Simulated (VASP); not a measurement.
Data:

```yaml
crystal:
  lattice:
    - [2.95828, -4.96506, 0.00000]
    - [1.41036, 2.44282, 0.00000]
    - [0.00000, 0.00000, 4.49718]
  atoms:
    - { symbol: B, position: [0.33217, 0.33217, 0.49986] }
    - { symbol: B, position: [0.16783, 0.66783, 0.99986] }
    - { symbol: N, position: [0.30164, 0.30164, 0.85830] }
    - { symbol: N, position: [0.19836, 0.69836, 0.35830] }
    - { symbol: N, position: [0.87228, 0.37228, 0.90918] }
    - { symbol: N, position: [0.62772, 0.62772, 0.40918] }
    - { symbol: Al, position: [0.84645, 0.34645, 0.49665] }
    - { symbol: Al, position: [0.65355, 0.65355, 0.99665] }
```

The numbers are results of PBEsol GGA, VASP's PBE PAW potentials (set 64) (plane waves; VASP 6.6.1), not measurements. Run with 520 eV cut-off, 5×10×6 Γ-centred mesh, tetrahedra with Blöchl corrections, potentials B N Al.

**Question.** What does the run give for the energy per atom (σ→0), band gap (on the k-mesh) with the smallest direct gap where there is one?

**Answer.** 
```yaml
band gap (on the k-mesh): 4.01 eV
smallest direct gap (on the k-mesh): 4.44 eV
energy per atom (σ→0): -8.205 eV/atom
```

Only differences to runs with the same potentials and settings are physical.

The structure was generated: Al2B2N4 was put into an ordered model structure (Pmn2_1), which need not be its known phase. It was relaxed first.
